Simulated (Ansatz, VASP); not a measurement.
## CeC in VASP and in Ansatz

```
CELL_PARAMETERS angstrom
3.05525 0.00000 0.00000
0.00000 3.05525 0.00000
0.00000 0.00000 3.05525
ATOMIC_POSITIONS crystal
Ce 0.00000 0.01637 0.00000
C 0.50000 0.50000 0.50000
```

Alike in both runs: task single point; functional PBEsol; k mesh 10 × 10 × 10; occupations gaussian, width 0.05 eV; no spin polarisation.

|  | VASP | Ansatz |
| --- | --- | --- |
| version | VASP 6.6.1 | Ansatz 0.2.0 |
| potentials or method | VASP PAW PBE potentials, release 64 (Ce, C) | scalar-relativistic, plane waves, PAW |
| plane-wave cutoff (eV) | 520 | 420 |
| valence electrons in the cell | 16 | 16 |

VASP gave:

| Item | Value |
| --- | --- |
| gap on the k mesh at the Fermi level (eV) | none |
| pressure (GPa) | 0.0 |
| largest component of the traceless stress (GPa) | 0.43 |
| rms of the force components (eV/Å) | 0.016 |

What did Ansatz give for the same quantities?

gap on the k mesh at the Fermi level (eV): none; pressure (GPa): 0.1; largest component of the traceless stress (GPa): 0.42; rms of the force components (eV/Å): 0.018.

Atom by atom the forces differ by 0.002 eV/Å (rms over components). A gap of «none» marks a metal or a gap that the smearing closes.

Caveats: the PAW data sets were made with another functional, which shifts forces and pressure a little (VASP); without U or exact exchange the open f shell lies at the Fermi level, which spoils levels, moments and volumes. Spin polarisation is off, so any magnetic state and its effect on volume and gap are missing. The runs have no spin-orbit coupling, so splittings on Ce are missing.
